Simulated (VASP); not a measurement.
Given:

```
CELL_PARAMETERS angstrom
      3.65216     0.00000     0.00000
      0.00000     3.65216     0.00000
      0.00000     0.00000     3.65216
ATOMIC_POSITIONS crystal
  La 0.00000 0.00000 0.00000
  Se 0.50000 0.50000 0.50000
```

Calculation: PBEsol GGA, VASP's PBE PAW potentials (set 64) (plane waves; VASP). Run with 400 eV cut-off, 11×11×11 Γ-centred mesh, tetrahedra with Blöchl corrections, potentials La Se.

Task: Predict the energy per atom (σ→0), band gap (on the k-mesh) with the smallest direct gap where there is one.

Result: 
```
Property                                                    Result
------------------------  ----------------------------------------
band gap (on the k-mesh)  none (metal, semimetal or under 0.01 eV)
energy per atom (σ→0)                               -6.424 eV/atom
```

The absolute energy has meaning only against runs of the same code, potentials and settings.

The structure was generated: LaSe was put into the CsCl type type (Pm-3m), which need not be its known phase. It was relaxed first, which changed the volume by -37 %. The electron count is odd and the run is not spin-polarised, which forces a metal.
